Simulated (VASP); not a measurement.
# What goes wrong when MnCuAs is relaxed with a bad input, part 3 of 3

Some relaxations of MnCuAs get a fault in the input on purpose. Which of them show, and how? The starting structure is a computed structure from the Materials Project. The first relaxation on each setting starts from this cell expanded by 3 % in volume.

VASP 6.6.1.

Results so far: reference 13.49 Å³ an atom; a loose energy criterion for the relaxation 13.62 Å³ an atom; low precision and a small cutoff 12.66 Å³ an atom.

## Step 7: Relaxation with spin polarisation switched off

Level of this step: PBEsol, no spin polarisation; plane waves and PAW (As, Cu, Mn_pv) (VASP).

A slip made on purpose: spin polarisation switched off. Against step 2 the input has no ISPIN and no MAGMOM (also changed: NBANDS and LMAXMIX). This run starts from the cell of an earlier relaxation, which isn't shown; the restart sets up the plane waves anew.

The input, INCAR:

```
SYSTEM = MnCuAs
PREC = Accurate
ENCUT = 450
EDIFF = 1E-06
NELM = 100
ISMEAR = 1
SIGMA = 0.15
LREAL = .FALSE.
ALGO = Normal
GGA = PS
NBANDS = 35
LASPH = .TRUE.
LORBIT = 11
LWAVE = .FALSE.
LCHARG = .FALSE.
KPAR = 8
IBRION = 2
NSW = 50
ISIF = 3
EDIFFG = -0.006
```

The input, POSCAR:

```
MnCuAs
1.0
    3.4332690443      0.0000000000      0.0000000000
    0.0000000000      3.4332690443      0.0000000000
    0.0000000000      0.0000000000      6.3529082322
As Cu Mn
2 2 2
Direct
    0.5000000000      0.0000000000      0.2143357443
    0.0000000000      0.5000000000      0.7856642557
    0.5000000000      0.5000000000      0.5000000000
    0.0000000000      0.0000000000      0.5000000000
    0.5000000000      0.0000000000      0.8543039117
    0.0000000000      0.5000000000      0.1456960883
```

The input, KPOINTS:

```
Automatic mesh
0
Gamma
8 8 6
0 0 0
```

PAW data sets: As, Cu and Mn_pv (PBE family, release 64).

The run is started by

```bash
mpirun -np 8 vasp_std
```

Output:

```text
[... set-up lines as in an earlier step ...]
 entering main loop
       N       E                     dE             d eps       ncg     rms          rms(c)
DAV:   1     0.547176423306E+03    0.54718E+03   -0.27577E+04  4552   0.211E+03
DAV:   2     0.910403387338E+01   -0.53807E+03   -0.52762E+03  4200   0.509E+02
DAV:   3    -0.397356891189E+02   -0.48840E+02   -0.46266E+02  5043   0.170E+02
DAV:   4    -0.428694402272E+02   -0.31338E+01   -0.30624E+01  6453   0.422E+01
[...]
DAV:  13    -0.373749298820E+02    0.23088E-04   -0.27117E-04  6487   0.300E-01    0.322E-02
DAV:  14    -0.373749260698E+02    0.38122E-05   -0.39757E-05  6107   0.114E-01    0.606E-03
DAV:  15    -0.373749266110E+02   -0.54115E-06   -0.25988E-06  3464   0.148E-02
   1 F= -.37374927E+02 E0= -.37366015E+02  d E =-.373749E+02
[... from here on, the cycles between the ionic steps are left out ...]
   2 F= -.37375064E+02 E0= -.37366224E+02  d E =-.137490E-03
   3 F= -.37375138E+02 E0= -.37366274E+02  d E =-.211401E-03
   4 F= -.37375139E+02 E0= -.37366269E+02  d E =-.212883E-03
   5 F= -.37375084E+02 E0= -.37366194E+02  d E =-.157283E-03
   6 F= -.37375132E+02 E0= -.37366258E+02  d E =-.205786E-03
   7 F= -.37375137E+02 E0= -.37366266E+02  d E =-.209983E-03
   8 F= -.37375139E+02 E0= -.37366270E+02  d E =-.211970E-03
   9 F= -.37375139E+02 E0= -.37366269E+02  d E =-.212344E-03
[...]
reached required accuracy - stopping structural energy minimisation
```

Elapsed: 43 s, on 8 MPI ranks of Intel Xeon 6975P-C (Granite Rapids), shared host; peak memory 2.2 GiB.

From OUTCAR (step 7):

```text
  Total       -0.0256843     -0.0256843      0.0195061      0.0000000     -0.0000000      0.0000000
  in kB       -0.5506913     -0.5506913      0.4182257      0.0000000     -0.0000000      0.0000000
  external PRESSURE =      -0.2277189 kB  Pullay stress =       0.0000000 kB

 POSITION                                       TOTAL-FORCE (eV/Angst)
 -----------------------------------------------------------------------------------
      1.71530      0.00000      1.36078         0.000000     -0.000000      0.000785
      0.00000      1.71530      4.98859         0.000000      0.000000     -0.000785
      1.71530      1.71530      3.17469         0.000000      0.000000      0.000000
      0.00000      0.00000      3.17469         0.000000     -0.000000      0.000000
      1.71530      0.00000      5.42438        -0.000000      0.000000     -0.003007
      0.00000      1.71530      0.92500         0.000000      0.000000      0.003007
 -----------------------------------------------------------------------------------
    total drift:                                0.000000      0.000000      0.000000

  FREE ENERGIE OF THE ION-ELECTRON SYSTEM (eV)
  ---------------------------------------------------
  free  energy   TOTEN  =       -37.3751389551 eV

  energy  without entropy=      -37.3485302147  energy(sigma->0) =      -37.36626937

[... 1 part as in an earlier step ...]

[... 3 further parts left out ...]
[key lines of the parts left out:]
E-fermi :   9.2659
```

With spin polarisation switched off the cell ends at 12.454 Å³ an atom, -7.69 % from the reference, with the moments of the reference lost.

## Step 8: All runs side by side

| run | ended | volume (Å³/atom) | change (%) | pressure left (GPa) | core minutes |
| --- | --- | --- | --- | --- | --- |
| reference | converged | 13.492 | - | 0.04 | 56.9 |
| a loose energy criterion for the relaxation | converged | 13.621 | 0.96 | 0.3 | 14.1 |
| too few ionic steps | not converged | - | - | - | 10.7 |
| one electron too many | cut off by time | - | - | - | 53.9 |
| low precision and a small cutoff | converged | 12.658 | -6.18 | 0.0 | 16.3 |
| spin polarisation switched off | converged | 12.454 | -7.69 | -0.02 | 26.1 |

Core minutes are wall time times ranks, summed over the relaxations behind a row (those for a bulk modulus apart), on shared hosts.

## Step 9: Summary of results

| Item | Value |
| --- | --- |
| volume of the reference | 13.49 Å³/atom |
| volume against the reference, a loose energy criterion for the relaxation | +0.96 % |
| volume against the reference, low precision and a small cutoff | -6.18 % |
| volume against the reference, spin polarisation switched off | -7.69 % |
| run with too few ionic steps | not converged |
| run with one electron too many | cut off by time |

**Reading.** The run with too few ionic steps didn't converge. The run with one electron too many was cut off by time, so it gives no result to compare. The log of the run with one electron too many holds a warning on the charge density. Finished, but with signs in the output that stand out against the reference: a loose energy criterion for the relaxation, with the volume changed by +1.0 %, a by +1.2 % and c by -1.5 % (signs: a stress of up to 0.8 GPa and forces of up to 0.52 eV/Å); low precision and a small cutoff, with the volume changed by -6.2 % (signs: -36.1 GPa at the first ionic step (of the first relaxations, not shown; reference: -8.8 GPa) and an energy that rises by up to 1.1 eV an atom on the way); spin polarisation switched off, with the volume changed by -7.7 %, with the moments of the reference lost (signs: no moments, where the reference has up to 3.08 μB and -21.7 GPa at the first ionic step (of the first relaxations, not shown; reference: -8.8 GPa)). The reference was restarted once and some of the runs with a slip weren't, so their cells may not have settled fully. Further runs on this material are not shown.

[Lines on the potential files, build, host, timing and source positions are cut from VASP's logs without a mark.]

[Logs are printed without paths, hosts, clocks, repeated set-up lines and the standing remarks that a program may print on its own settings, such as how far it seeks lower states.]

[Hosts, paths, dates, database ids (printed as entryN), source tags and the programs' standing remarks are cut or masked in the printed files.]
